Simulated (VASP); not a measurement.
An input for Quantum ESPRESSO's pw.x (written as the equivalent of a VASP run, and not itself run):

```
&CONTROL
  calculation = 'scf'
  pseudo_dir = './pseudo'
  outdir = './out'
  tprnfor = .true.
  tstress = .true.
/
&SYSTEM
  ibrav = 0
  nat = 2
  ntyp = 2
  ecutwfc = 66
  occupations = 'tetrahedra'
  input_dft = 'pbe'
  vdw_corr = 'grimme-d3'
  dftd3_version = 3
  dftd3_threebody = .false.
/
&ELECTRONS
  conv_thr = 7.3e-09
  electron_maxstep = 100
/
ATOMIC_SPECIES
  Hg 200.592 Hg.upf
  S 32.060 S.upf
CELL_PARAMETERS angstrom
     0.0000000    2.9558075    2.9558075
     2.9558075    0.0000000    2.9558075
     2.9558075    2.9558075    0.0000000
ATOMIC_POSITIONS crystal
  Hg   0.0000000  0.0000000  0.0000000
  S    0.2500000  0.2500000  0.2500000
K_POINTS automatic
  12 12 12 0 0 0
```

Task: Translate this input to VASP (INCAR, KPOINTS, POSCAR, choice of POTCAR).

Result: Several could match; the one computed here: 
**INCAR**
```
SYSTEM = HgS
PREC = Accurate; ENCUT = 520; LREAL = .False.
LASPH = .True.
EDIFF = 1E-7; NELM = 100; ALGO = Normal
LMAXMIX = 6
ISMEAR = -5
GGA = PE; IVDW = 11
ISIF = 2
LWAVE = .False.; LCHARG = .True.; LORBIT = 11
NEDOS = 601
```

**KPOINTS**
```
Automatic
0
Gamma
 12 12 12
0 0 0
```

POSCAR:
```
HgS
1
    0.0000000000     2.9558074761     2.9558074761
    2.9558074761     0.0000000000     2.9558074761
    2.9558074761     2.9558074761     0.0000000000
Hg S
1 1
Direct
  0.0000000000   0.0000000000   0.0000000000
  0.2500000000   0.2500000000   0.2500000000
```

POTCAR, in this order: Hg S (PBE.64 set). Program: vasp_std.

Limits of the translation: the potentials are each code's own (VASP's PAW set, PseudoDojo norm-conserving files in pw.x), so ENCUT and ecutwfc are chosen apart and not converted; conv_thr bounds pw.x's estimated SCF error, while EDIFF bounds the energy change between steps.

The compound is HgS in the zinc blende structure, metacinnabar; cinnabar is the stable form. It was relaxed first.
